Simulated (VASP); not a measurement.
# Driving VASP from ASE on Fe (Iron-alpha), part 3 of 3

Do runs on Fe (Iron-alpha) driven from ASE scripts give what the hand-typed input gives? All runs use PBEsol. The start is a cell from a database of measured crystal structures.

VASP 6.6.1, plane waves and PAW; the level of theory is named at each step.

Still holding for the runs below: The cell holds one magnetic atom, so no antiferromagnetic order fits into it.

So far. Step 4 (A single point (PBEsol, through ASE)): The energy lies +0.61 meV an atom from the run typed by hand, since this cell and mesh sample the zone at other points. Step 5 (Relaxing cell and atoms (PBEsol, through ASE)): It ends with forces that vanish by symmetry and a pressure of -0.13 GPa.

### Step 6. Energy against volume, from ASE (PBEsol)

Level of this step: PBEsol, spin-polarised from a ferromagnetic start (one magnetic atom a cell); plane waves and PAW (Fe) (VASP).

An ASE loop scales the volume at fixed shape and fractional positions and fits the energies, which gives the bulk modulus of a clamped cell from energies alone.

run.py reads:

```python
import numpy as np
from ase.calculators.vasp import Vasp
from ase.io import read
from ase.eos import EquationOfState
from ase.units import GPa

atoms = read('structure.vasp')

calc = Vasp(
    xc='pbesol',
    pp='PBE',
    prec='Accurate',
    encut=400,
    ediff=1e-06,
    nelm=100,
    ismear=-1,
    sigma=0.05,
    lreal=False,
    algo='Normal',
    nbands=12,
    ispin=2,
    lasph=True,
    lmaxmix=4,
    lorbit=11,
    lwave=False,
    lcharg=False,
    kpar=2,
    isif=2,
    pp_version='64',
    setups={'Fe': ''},
    kpts=(11, 11, 11),
    gamma=True,
    txt='vasp.out',
    magmom=[3.0],
)
atoms.calc = calc

cell, volumes, energies = atoms.get_cell(), [], []
for x in [0.94, 0.96, 0.98, 1.0, 1.02, 1.04, 1.06]:
    atoms.set_cell(cell * x ** (1 / 3), scale_atoms=True)
    volumes.append(atoms.get_volume())
    energies.append(atoms.get_potential_energy())
    print(f"{x:.2f}  V = {volumes[-1]:.4f} A^3  E = {energies[-1]:.6f} eV")
v0, e0, b0 = EquationOfState(volumes, energies, eos="birchmurnaghan").fit()
print(f"V0 = {v0:.4f} A^3  E0 = {e0:.6f} eV  B0 = {b0 / GPa:.2f} GPa")
```

structure.vasp reads:

```
Fe
1.0
   -1.4332500000      1.4332500000      1.4332500000
    1.4332500000     -1.4332500000      1.4332500000
    1.4332500000      1.4332500000     -1.4332500000
Fe
1
Direct
    0.0000000000      0.0000000000      0.0000000000
```

The projector-augmented-wave data sets are Fe (PBE family, release 64).

Started as:

```
$ export ASE_VASP_COMMAND="mpirun -np 2 vasp_std"
$ python run.py
```

Log:

```text
<dir> UserWarning: The minimum volume of your fit is not in your volumes.  You may not have a minimum in your dataset!
  warnings.warn(
0.94  V = 11.0702 A^3  E = -8.911952 eV
0.96  V = 11.3057 A^3  E = -8.904135 eV
0.98  V = 11.5412 A^3  E = -8.889991 eV
1.00  V = 11.7768 A^3  E = -8.870291 eV
1.02  V = 12.0123 A^3  E = -8.845816 eV
1.04  V = 12.2478 A^3  E = -8.817600 eV
1.06  V = 12.4834 A^3  E = -8.787053 eV
V0 = 10.9644 A^3  E0 = -8.912748 eV  B0 = 278.30 GPa
```

Run time: 23 s. Hardware: 2 MPI ranks of Intel Xeon 6975P-C (Granite Rapids), shared host; peak memory 0.23 GiB.

The INCAR that ASE wrote:

```
ENCUT = 400.000000
SIGMA = 0.050000
EDIFF = 1.00e-06
ALGO = Normal
GGA = PS
PREC = Accurate
ISIF = 2
ISMEAR = -1
ISPIN = 2
KPAR = 2
LMAXMIX = 4
LORBIT = 11
NBANDS = 12
NELM = 100
MAGMOM = 1*3.0000
LASPH = .TRUE.
LCHARG = .FALSE.
LWAVE = .FALSE.
LREAL = .FALSE.
```

The KPOINTS that ASE wrote:

```
KPOINTS created by Atomic Simulation Environment
0
Gamma
11 11 11
0 0 0
```

vasp.out (the last of its runs):

```text
[banner, memory and clock lines left out]
running    2 mpi-ranks, on    1 nodes
 distrk:  each k-point on    1 cores,    2 groups
 distr:  one band on    1 cores,    1 groups

 POSCAR found type information on POSCAR Fe
 POSCAR found :  1 types and       1 ions
 [... a notice as in an earlier step ...]

 LDA part: xc-table for (Slater+PW92), standard interpolation
 POSCAR, INCAR and KPOINTS ok, starting setup
 FFT: planning ... GRIDC
 FFT: planning ... GRID_SOFT
 FFT: planning ... GRID
 WAVECAR not read
 WARNING: random wavefunctions but no delay for mixing, default for NELMDL
 entering main loop
       N       E                     dE             d eps       ncg     rms          rms(c)
DAV:   1     0.172488599637E+02    0.17249E+02   -0.33811E+03  2852   0.646E+02
DAV:   2    -0.927094964674E+01   -0.26520E+02   -0.24421E+02  2812   0.119E+02
DAV:   3    -0.991396087748E+01   -0.64301E+00   -0.63975E+00  3164   0.217E+01
DAV:   4    -0.991635170409E+01   -0.23908E-02   -0.23906E-02  2940   0.119E+00
DAV:   5    -0.991636749693E+01   -0.15793E-04   -0.15793E-04  3124   0.982E-02    0.110E+01
DAV:   6    -0.893491405648E+01    0.98145E+00   -0.13818E+01  3040   0.470E+01    0.721E+00
DAV:   7    -0.880669874878E+01    0.12822E+00   -0.12294E+00  3072   0.133E+01    0.361E+00
DAV:   8    -0.880003982852E+01    0.66589E-02   -0.71461E-03  3140   0.545E-01    0.132E+00
DAV:   9    -0.879285178949E+01    0.71880E-02   -0.81828E-03  3560   0.471E-01    0.371E-01
DAV:  10    -0.879249720892E+01    0.35458E-03   -0.35724E-04  3104   0.280E-01    0.633E-02
DAV:  11    -0.879252137207E+01   -0.24163E-04   -0.79449E-05  3028   0.990E-02    0.415E-02
DAV:  12    -0.879252341454E+01   -0.20425E-05   -0.15789E-05  2868   0.306E-02    0.106E-02
DAV:  13    -0.879252343473E+01   -0.20192E-07   -0.63788E-07  1784   0.895E-03
   1 F= -.87925234E+01 E0= -.87870527E+01  d E =-.109414E-01  mag=     2.4135
```

Parts of OUTCAR (step 6):

```text
   ENCUT  =  400.0 eV  29.40 Ry    5.42 a.u.   4.13  4.13  4.13*2*pi/ulx,y,z

   NELECT =       8.0000    total number of electrons

 E-fermi :   4.6872

 spin component 1
 k-point     1 :       0.0000    0.0000    0.0000
  band No.  band energies     occupation
    ...
      2       2.5521      1.00000
      3       2.5521      1.00000
      4       2.5521      1.00000
      5       3.6688      1.00000
      6       3.6688      1.00000
      7      28.7592      0.00000
      8      28.7592      0.00000
      9      28.7592      0.00000
     10      33.2895      0.00000
     11      33.2895      0.00000
    ...

 k-point     2 :       0.0909    0.0000    0.0000
  band No.  band energies     occupation
    ...
      2       2.4733      1.00000
      3       2.5449      1.00000
      4       2.7121      1.00000
      5       3.5955      1.00000
      6       3.6753      1.00000
      7      26.6203      0.00000
      8      28.1658      0.00000
      9      28.4399      0.00000
     10      31.8557      0.00000
     11      32.2252      0.00000
    ...

  Total       -1.6312148     -1.6312148     -1.6312148      0.0000000     -0.0000000     -0.0000000
  in kB     -209.3582251   -209.3582251   -209.3582251      0.0000000     -0.0000000     -0.0000000
  external PRESSURE =    -209.3582251 kB  Pullay stress =       0.0000000 kB

 POSITION                                       TOTAL-FORCE (eV/Angst)
 -----------------------------------------------------------------------------------
      0.00000      0.00000      0.00000        -0.000000     -0.000000      0.000000
 -----------------------------------------------------------------------------------
    total drift:                                0.000000      0.000000      0.000000

  FREE ENERGIE OF THE ION-ELECTRON SYSTEM (eV)
  ---------------------------------------------------
  free  energy   TOTEN  =        -8.7925234347 eV

  energy  without entropy=       -8.7815819899  energy(sigma->0) =       -8.78705271

 magnetization (x)
# of ion       s       p       d       tot
------------------------------------------
    1       -0.014  -0.051   2.484   2.419

[... 3 parts as in an earlier step ...]

[... 18 further parts left out ...]
```

The minimum lies outside the volumes of the loop, so the fit is an extrapolation and is not used; the loop should be centred on a relaxed cell.

### Step 7. BFGS in ASE (PBEsol)

Here ASE drives the relaxation and calls VASP for forces and stress at each step.

run.py reads:

```python
import numpy as np
from ase.calculators.vasp import Vasp
from ase import Atoms
from ase.optimize import BFGS
from ase.filters import FrechetCellFilter

atoms = Atoms(['Fe'],
              cell=[[-1.43325, 1.43325, 1.43325], [1.43325, -1.43325, 1.43325], [1.43325, 1.43325, -1.43325]],
              scaled_positions=[[0.0, 0.0, 0.0]],
              pbc=True)

calc = Vasp(
    xc='pbesol',
    pp='PBE',
    prec='Accurate',
    encut=400,
    ediff=1e-06,
    nelm=100,
    ismear=-1,
    sigma=0.05,
    lreal=False,
    algo='Normal',
    nbands=12,
    ispin=2,
    lasph=True,
    lmaxmix=4,
    lorbit=11,
    lwave=False,
    lcharg=False,
    kpar=2,
    isif=2,
    pp_version='64',
    setups={'Fe': ''},
    kpts=(11, 11, 11),
    gamma=True,
    txt='vasp.out',
    magmom=[3.0],
)
atoms.calc = calc

BFGS(FrechetCellFilter(atoms)).run(fmax=0.02, steps=30)
print("cell (A, degrees):", np.round(atoms.cell.cellpar(), 4))
print("volume (A^3):", round(atoms.get_volume(), 4))
print("energy (eV):", round(atoms.get_potential_energy(), 6))
print("Fermi level (eV):", round(calc.get_fermi_level(), 4))
print("forces (eV/A):")
print(np.round(atoms.get_forces(), 4))
print("stress (GPa, Voigt, tension positive):", np.round(atoms.get_stress() * 160.21766, 3))
print("magnetic moment (muB):", round(atoms.get_magnetic_moment(), 3))
```

Log:

```text
Step     Time          Energy          fmax
BFGS:    0 --:--:--       -8.874126        1.135176
BFGS:    1 --:--:--       -8.911540        0.451907
BFGS:    2 --:--:--       -8.916865        0.049896
BFGS:    3 --:--:--       -8.917103        0.000198
cell (A, degrees): [  2.419    2.419    2.419  109.4712 109.4712 109.4712]
volume (A^3): 10.8971
energy (eV): -8.913076
Fermi level (eV): 6.1349
forces (eV/A):
[[-0.  0. -0.]]
stress (GPa, Voigt, tension positive): [ 0.003  0.003  0.003 -0.    -0.     0.   ]
magnetic moment (muB): 2.212
```

The job ended after 13 s (2 MPI ranks; peak memory 0.22 GiB; 21 s of CPU time).

The INCAR that ASE wrote:

```
ENCUT = 400.000000
SIGMA = 0.050000
EDIFF = 1.00e-06
ALGO = Normal
GGA = PS
PREC = Accurate
ISIF = 2
ISMEAR = -1
ISPIN = 2
KPAR = 2
LMAXMIX = 4
LORBIT = 11
NBANDS = 12
NELM = 100
MAGMOM = 1*3.0000
LASPH = .TRUE.
LCHARG = .FALSE.
LWAVE = .FALSE.
LREAL = .FALSE.
```

The KPOINTS that ASE wrote:

```
KPOINTS created by Atomic Simulation Environment
0
Gamma
11 11 11
0 0 0
```

VASP's own log, vasp.out (the last of its runs):

```text
[... set-up lines as in an earlier step ...]
 entering main loop
       N       E                     dE             d eps       ncg     rms          rms(c)
DAV:   1     0.156727626497E+02    0.15673E+02   -0.34607E+03  3016   0.675E+02
DAV:   2    -0.939914756619E+01   -0.25072E+02   -0.22924E+02  2784   0.118E+02
DAV:   3    -0.996261174458E+01   -0.56346E+00   -0.56079E+00  3084   0.204E+01
DAV:   4    -0.996429901762E+01   -0.16873E-02   -0.16871E-02  2968   0.101E+00
DAV:   5    -0.996430830725E+01   -0.92896E-05   -0.92890E-05  3160   0.768E-02    0.127E+01
DAV:   6    -0.898947597321E+01    0.97483E+00   -0.10386E+01  3032   0.431E+01    0.468E+00
DAV:   7    -0.893117184997E+01    0.58304E-01   -0.48503E-01  3112   0.920E+00    0.311E+00
DAV:   8    -0.892432029954E+01    0.68516E-02   -0.69241E-03  3320   0.559E-01    0.148E+00
DAV:   9    -0.891607817633E+01    0.82421E-02   -0.12049E-02  3528   0.746E-01    0.475E-01
DAV:  10    -0.891648296898E+01   -0.40479E-03   -0.16492E-04  3296   0.150E-01    0.357E-01
DAV:  11    -0.891710188657E+01   -0.61892E-03   -0.11695E-03  3140   0.326E-01    0.394E-02
DAV:  12    -0.891709905640E+01    0.28302E-05   -0.63226E-06  2896   0.261E-02    0.278E-02
DAV:  13    -0.891710227254E+01   -0.32161E-05   -0.51521E-06  2260   0.212E-02    0.113E-02
DAV:  14    -0.891710255923E+01   -0.28669E-06   -0.90231E-07  1480   0.130E-02
   1 F= -.89171026E+01 E0= -.89130762E+01  d E =-.805280E-02  mag=     2.2125
```

OUTCAR, selected parts (step 7):

```text
   ENCUT  =  400.0 eV  29.40 Ry    5.42 a.u.   3.94  3.94  3.94*2*pi/ulx,y,z

   NELECT =       8.0000    total number of electrons

 E-fermi :   6.1349

 spin component 1
 k-point     1 :       0.0000    0.0000    0.0000
  band No.  band energies     occupation
    ...
      2       3.6860      1.00000
      3       3.6860      1.00000
      4       3.6860      1.00000
      5       5.0583      1.00000
      6       5.0583      1.00000
      7      31.4321      0.00000
      8      31.4321      0.00000
      9      31.4321      0.00000
     10      36.8205      0.00000
     11      36.8205      0.00000
    ...

 k-point     2 :       0.0909    0.0000   -0.0000
  band No.  band energies     occupation
    ...
      2       3.5868      1.00000
      3       3.6744      1.00000
      4       3.8813      1.00000
      5       4.9647      1.00000
      6       5.0667      1.00000
      7      29.4418      0.00000
      8      30.9122      0.00000
      9      31.2395      0.00000
     10      35.9510      0.00000
     11      36.2391      0.00000
    ...

  Total       -0.0001979     -0.0001979     -0.0001979     -0.0000000      0.0000000      0.0000000
  in kB       -0.0291028     -0.0291028     -0.0291028     -0.0000000      0.0000000      0.0000000
  external PRESSURE =      -0.0291028 kB  Pullay stress =       0.0000000 kB

 POSITION                                       TOTAL-FORCE (eV/Angst)
 -----------------------------------------------------------------------------------
      0.00000      0.00000      0.00000        -0.000000      0.000000     -0.000000
 -----------------------------------------------------------------------------------
    total drift:                                0.000000      0.000000     -0.000000

  FREE ENERGIE OF THE ION-ELECTRON SYSTEM (eV)
  ---------------------------------------------------
  free  energy   TOTEN  =        -8.9171025592 eV

  energy  without entropy=       -8.9090497635  energy(sigma->0) =       -8.91307616

 magnetization (x)
# of ion       s       p       d       tot
------------------------------------------
    1       -0.012  -0.047   2.252   2.193

[... 4 parts as in an earlier step ...]

[... 17 further parts left out ...]
```

Numbers from this step:

```
optimizer steps   : 3
volume after bfgs : 10.90 Å³/atom
```

### Step 8. The runs together

| run | atoms | mesh | energy (eV/atom) | pressure (GPa) |
| --- | --- | --- | --- | --- |
| INCAR by hand | 1 | 11×11×11 | -8.87029 | -15.444 |
| ASE, structure typed into the script | 1 | 11×11×11 | -8.87029 | -15.444 |
| ASE, structure read from a CIF with its space group | 2 | 8×8×8 | -8.86968 | -15.189 |

### Step 9. Self-consistent run (PBEsol, through ASE) with a changed input

This run is made with a changed input; what comes of it follows.

run.py, as its differences from that of step 7:

```diff
@@ -3,4 +3,3 @@
 from ase import Atoms
-from ase.optimize import BFGS
-from ase.filters import FrechetCellFilter
+from ase.dft.bandgap import bandgap
 
@@ -16,4 +15,4 @@
     encut=400,
-    ediff=1e-06,
-    nelm=100,
+    ediff=1e-16,
+    nelm=55,
     ismear=-1,
@@ -40,5 +39,2 @@
 
-BFGS(FrechetCellFilter(atoms)).run(fmax=0.02, steps=30)
-print("cell (A, degrees):", np.round(atoms.cell.cellpar(), 4))
-print("volume (A^3):", round(atoms.get_volume(), 4))
 print("energy (eV):", round(atoms.get_potential_energy(), 6))
@@ -49 +45,3 @@
 print("magnetic moment (muB):", round(atoms.get_magnetic_moment(), 3))
+gap, p1, p2 = bandgap(calc, direct=False)
+print("gap on the mesh (eV):", round(gap, 4))
```

Log:

```text
energy (eV): -8.870291
Fermi level (eV): 5.2635
forces (eV/A):
[[ 0. -0. -0.]]
stress (GPa, Voigt, tension positive): [15.447 15.447 15.447 -0.    -0.    -0.   ]
magnetic moment (muB): 2.257
gap on the mesh (eV): 0.0
```

Wall time 6.8 s (2 MPI ranks); peak memory 0.23 GiB; 12 s of CPU time.

The INCAR that ASE wrote:

```
ENCUT = 400.000000
SIGMA = 0.050000
EDIFF = 1.00e-16
ALGO = Normal
GGA = PS
PREC = Accurate
ISIF = 2
ISMEAR = -1
ISPIN = 2
KPAR = 2
LMAXMIX = 4
LORBIT = 11
NBANDS = 12
NELM = 55
MAGMOM = 1*3.0000
LASPH = .TRUE.
LCHARG = .FALSE.
LWAVE = .FALSE.
LREAL = .FALSE.
```

ASE turned this into the KPOINTS:

```
KPOINTS created by Atomic Simulation Environment
0
Gamma
11 11 11
0 0 0
```

VASP's own log, vasp.out:

```text
[... set-up lines as in an earlier step ...]
 entering main loop
       N       E                     dE             d eps       ncg     rms          rms(c)
[... 11 cycles as in an earlier step ...]
DAV:  12    -0.887412426748E+01   -0.10367E-05   -0.15820E-06  3060   0.161E-02    0.928E-03
DAV:  13    -0.887412701437E+01   -0.27469E-05   -0.17983E-06  2932   0.120E-02    0.562E-03
DAV:  14    -0.887412614130E+01    0.87307E-06   -0.10797E-07  3052   0.344E-03    0.766E-04
DAV:  15    -0.887412620158E+01   -0.60282E-07   -0.12346E-09  3184   0.345E-04    0.391E-04
DAV:  16    -0.887412622326E+01   -0.21679E-07   -0.54263E-10  3224   0.124E-04    0.923E-05
DAV:  17    -0.887412621596E+01    0.73007E-08   -0.14306E-10  3092   0.763E-05    0.185E-05
DAV:  18    -0.887412621941E+01   -0.34503E-08   -0.44073E-12  4312   0.163E-05    0.122E-05
DAV:  19    -0.887412621968E+01   -0.26523E-09   -0.66448E-13  2868   0.680E-06    0.715E-06
DAV:  20    -0.887412621900E+01    0.67973E-09   -0.19205E-13  2820   0.347E-06    0.468E-07
DAV:  21    -0.887412621876E+01    0.23817E-09   -0.36571E-14  2732   0.764E-07    0.212E-07
DAV:  22    -0.887412621889E+01   -0.12790E-09   -0.40836E-14  2648   0.164E-07    0.108E-07
DAV:  23    -0.887412621893E+01   -0.39222E-10   -0.80925E-14  2788   0.101E-07    0.238E-08
DAV:  24    -0.887412621887E+01    0.54911E-10   -0.45656E-14  2728   0.298E-08    0.433E-09
DAV:  25    -0.887412621956E+01   -0.68451E-09   -0.82689E-14  2552   0.109E-08    0.261E-09
DAV:  26    -0.887412621969E+01   -0.13699E-09    0.88175E-14  2488   0.100E-08    0.169E-09
DAV:  27    -0.887412621963E+01    0.59003E-10   -0.19594E-15  2556   0.279E-09    0.486E-10
DAV:  28    -0.887412621888E+01    0.74863E-09    0.40866E-14  2672   0.135E-09    0.155E-09
DAV:  29    -0.887412621937E+01   -0.48703E-09   -0.15053E-13  2344   0.140E-09    0.391E-10
DAV:  30    -0.887412621915E+01    0.21737E-09   -0.15671E-13  2488   0.700E-10    0.769E-10
DAV:  31    -0.887412621915E+01    0.22737E-12   -0.16528E-14  2308   0.850E-10
   1 F= -.88741262E+01 E0= -.88702907E+01  d E =-.767101E-02  mag=     2.2574
```

From OUTCAR (step 9):

```text
   NELECT =       8.0000    total number of electrons

 E-fermi :   5.2635

 k-point     2 :       0.0909    0.0000    0.0000
  band No.  band energies     occupation
    ...
      2       2.9629      1.00000
      3       3.0406      1.00000
      4       3.2241      1.00000
      5       4.1673      1.00000
      6       4.2558      1.00000
      7      27.8050      0.00000
      8      29.3182      0.00000
      9      29.6157      0.00000
     10      33.6892      0.00000
     11      33.7904      0.00000
    ...

 k-point     3 :       0.1818    0.0000    0.0000
  band No.  band energies     occupation
    ...
      2       2.7340      1.00000
      3       2.9651      1.00000
      4       3.7110      1.00000
      5       4.0611      1.00000
      6       4.2810      1.00000
      7      23.8411      0.00000
      8      27.5751      0.00000
      9      29.0999      0.00000
     10      30.6935      0.00000
     11      32.5969      0.00000
    ...

  Total       -1.1353941     -1.1353941     -1.1353941      0.0000000      0.0000000      0.0000000
  in kB     -154.4654528   -154.4654528   -154.4654528      0.0000000      0.0000000      0.0000000
  external PRESSURE =    -154.4654528 kB  Pullay stress =       0.0000000 kB

 POSITION                                       TOTAL-FORCE (eV/Angst)
 -----------------------------------------------------------------------------------
      0.00000      0.00000      0.00000         0.000000     -0.000000     -0.000000
 -----------------------------------------------------------------------------------
    total drift:                                0.000000      0.000000     -0.000000

  FREE ENERGIE OF THE ION-ELECTRON SYSTEM (eV)
  ---------------------------------------------------
  free  energy   TOTEN  =        -8.8741262192 eV

  energy  without entropy=       -8.8664552067  energy(sigma->0) =       -8.87029071

[... 14 parts as in an earlier step ...]

[... 9 further parts left out ...]
```

The run converged, and its energy and pressure stay near those of the sound run.

Energy and pressure equal those of the sound run on this cell, within 0.05 meV an atom and 0.01 GPa.

Settings moved from the usual: NELM = 55 and EDIFF = 1e-16.

An EDIFF this small lies at or under the numerical noise of the energy, so it buys cycles and no accuracy.

### Step 10. Results

```yaml
energy_incar_by_hand: -8.87029 eV/atom
energy_ase_structure_typed_into_the_script: -8.87029 eV/atom
energy_ase_structure_read_from_a_cif_with_its_space_group: -8.86968 eV/atom
volume_from_vasp_s_own_relaxation: 10.91 Å³/atom
volume_from_bfgs_in_ase: 10.90 Å³/atom
```

With the structure typed into the script, ASE's run reproduces the energy of the run typed by hand. With the structure read from a CIF with its space group, ASE's run differs from the run typed by hand by +0.6 meV an atom, on the larger cell and its own mesh. The volume loop around the listed cell missed the minimum and gave no usable fit. The routes to the equilibrium volume agree within 0.15 %. A relaxation follows the stress, which carries a basis-set error, while a volume loop fits energies; every loop stops at a tolerance; VASP's relaxation keeps the plane waves of its start, while ASE starts VASP afresh at each cell, and a loop at fixed shape can't relax anything but the volume. The k-sampling is coarse for a metal, so the Fermi level, moments, pressures and the shape of the cell carry errors. Only the typed magnetic starts were tried, so the magnetic ground state may differ and with it the other results.

[Lines on the potential files, build, host, timing and source positions are cut from VASP's logs without a mark.]

[Logs are printed without paths, hosts, clocks, repeated set-up lines and the standing remarks that a program may print on its own settings, such as how far it seeks lower states.]

[Hosts, paths, dates, database ids (printed as entryN), source tags and the programs' standing remarks are cut or masked in the printed files.]

[A measured line is paired with the nearest computed mode of its activity, which favours agreement.]

[In band tables of VASP the shares of atoms and orbitals are scaled to a sum of 1 inside the atoms' spheres.]
